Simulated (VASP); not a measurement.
Au (fcc): computed properties

Computed with PBE GGA, VASP's PBE PAW potentials (set 64) (plane waves; VASP).

```yaml
space_group: Fm-3m (225)
cell: a = 4.155 Å, b = 4.155 Å, c = 4.155 Å, α = 90.00°, β = 90.00°, γ = 90.00°
volume_per_atom: 17.93 Å^3/atom
band gap (over mesh and band path): none (metal, semimetal or under 0.01 eV)
density: 18.24 g/cm³
```

```cif
data_Au4
_chemical_formula_sum 'Au4'
_space_group_name_H-M_alt 'Fm-3m'
_space_group_IT_number 225
_space_group_name_Hall '-F 4 2 3'
_cell_length_a 4.15453
_cell_length_b 4.15453
_cell_length_c 4.15453
_cell_angle_alpha 90.000
_cell_angle_beta 90.000
_cell_angle_gamma 90.000
loop_
_atom_site_label
_atom_site_type_symbol
_atom_site_symmetry_multiplicity
_atom_site_Wyckoff_symbol
_atom_site_fract_x
_atom_site_fract_y
_atom_site_fract_z
_atom_site_occupancy
Au1 Au 4 a 0.00000 0.00000 0.00000 1
```
(The calculation used a cell of 1 atom; values per cell refer to that cell.)

Measured: a 4.062 Å at 0 K (computed value off by +2.3 %), as given by Daniel Mejia-Rodriguez et al., Physical Review B (2018), arXiv:1807.09216 [static lattice: zero-point anharmonic expansion removed]. Unless said otherwise, spin-orbit coupling is left out, though it shifts the bands of the heavy elements here.

The compound is Au in the fcc structure. It was relaxed first, which changed the volume by +6 %. Symmetry was kept, so distortions that lower it aren't found.
